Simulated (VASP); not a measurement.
Here is the system:

```xyz
2
Lattice="0.0000 2.8799 2.8799 2.8799 0.0000 2.8799 2.8799 2.8799 0.0000" Properties=species:S:1:pos:R:3 pbc="T T T"
Zn     0.0000     2.8799     2.8799
Se     1.4399     1.4399     1.4399
```

The numbers are results of MS2 meta-GGA, VASP's PBE PAW potentials (set 64) (plane waves; VASP), not measurements. Numerical set-up: 520 eV cut-off, 8×8×8 Γ-centred mesh, Gaussian smearing of 0.050 eV, potentials Zn Se.

Q: Estimate the energy per atom (σ→0), pressure, band gap (on the k-mesh) with the smallest direct gap where there is one.

A: 
```
Quantity                                     Result
-----------------------------------  --------------
band gap (on the k-mesh)                    1.47 eV
smallest direct gap (on the k-mesh)         1.47 eV
energy per atom (σ→0)                -4.212 eV/atom
pressure                                  -3.25 GPa
```

The compound is ZnSe in the zinc blende structure. This cell is one point of a volume scan, at 1.06 of the reference volume.
